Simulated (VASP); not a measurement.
Method: PBE GGA, VASP's PBE PAW potentials (set 64) (plane waves; VASP).

VASP ran on this input.

File POSCAR:
```
Ni
1
    0.0000000000     1.7446128957     1.7446128957
    1.7446128957     0.0000000000     1.7446128957
    1.7446128957     1.7446128957     0.0000000000
Ni
1
Direct
  0.0000000000   0.0000000000   0.0000000000
```

**INCAR**
```
! general
SYSTEM   =  Ni
PREC     =  Accurate
ENCUT    =  500
LREAL    =  .FALSE.
LASPH    =  .TRUE.

! electronic loop
EDIFF    =  1E-6
NELM     =  100
ALGO     =  Normal
LMAXMIX  =  4

! smearing
ISMEAR   =  1
SIGMA    =  0.1

! functional
GGA      =  PE

! spin
ISPIN    =  2
MAGMOM   =  0.6

! ions
IBRION   =  2
NSW      =  40
ISIF     =  3
EDIFFG   =  -0.02
PSTRESS  =  100

! output
LWAVE    =  .FALSE.
LCHARG   =  .FALSE.
LORBIT   =  10
```

**KPOINTS**
```
Automatic
0
Gamma
  18 18 18
```

POTCAR, in this order: Ni (PBE.64 set). Program: vasp_std.

Energy and stress use the plane-wave basis of the starting cell.

Predict the energy per atom (σ→0), cell moment, volume per atom, band gap (on the k-mesh).

```
Quantity                                                     Value
------------------------  ----------------------------------------
energy per atom (σ→0)                               -5458 meV/atom
cell moment                                                0.61 μB
band gap (on the k-mesh)  none (metal, semimetal or under 0.01 eV)
volume per atom                                      10.39 Å³/atom
```

File OSZICAR:
```
...
DAV:   2    -0.549799568402E+01    0.88879E-01   -0.19410E+00  7359   0.210E+01    0.158E+00
DAV:   3    -0.546028008824E+01    0.37716E-01   -0.28111E-01  7287   0.870E+00    0.507E-01
DAV:   4    -0.545783927207E+01    0.24408E-02   -0.16365E-03  7867   0.416E-01    0.290E-01
DAV:   5    -0.545746111336E+01    0.37816E-03   -0.82841E-04  9438   0.236E-01    0.564E-02
DAV:   6    -0.545747251917E+01   -0.11406E-04   -0.25118E-05  7735   0.596E-02    0.297E-02
DAV:   7    -0.545748027607E+01   -0.77569E-05   -0.30779E-06  7365   0.322E-02    0.105E-02
DAV:   8    -0.545748116295E+01   -0.88687E-06   -0.21857E-07  3537   0.770E-03
   3 F= -.48086954E+01 E0= -.48088238E+01  d E =-.362515E-02  mag=     0.6116
```

The compound is Ni in the fcc structure. This run relaxes it under an external pressure of 10 GPa. Symmetry was kept, so distortions that lower it aren't found.
